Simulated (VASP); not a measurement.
Consider the following.

```xyz
4
Lattice="1.9677 -5.1998 0.0000 1.9677 5.1998 0.0000 0.0000 0.0000 3.8778" Properties=species:S:1:pos:R:3 pbc="T T T"
B      1.9677    -0.6656     0.9695
B      1.9677     0.6656     2.9084
Y      1.9677    -3.6892     0.9695
Y      1.9677     3.6892     2.9084
```

Method: PBE GGA, VASP's PBE PAW potentials (set 64) (plane waves; VASP). Settings: 520 eV cut-off, KSPACING 0.8 per Å, first-order Methfessel-Paxton smearing of 0.10 eV, potentials B Y_sv.

Give the force on each atom (eV/Å).

```csv
atom,Fx,Fy,Fz
B1,0.000,0.738,0.000
B2,0.000,-0.738,0.000
Y3,0.000,-1.473,0.000
Y4,0.000,1.473,0.000
```

Give the stress tensor in GPa (positive for a compressed cell).

```
 -8.68    0.00    0.00
  0.00  -15.15    0.00
  0.00    0.00  -16.84
```
The pressure is its mean diagonal, -13.56 GPa.

The structure was generated: YB was put into the CrB type (Cmcm), which need not be its known phase. The cell was not relaxed at this level. The run is one of a series of settings (KGAMMA = .TRUE., KSPACING = 0.8, KPOINTS file removed against the base run), some of them coarse on purpose.
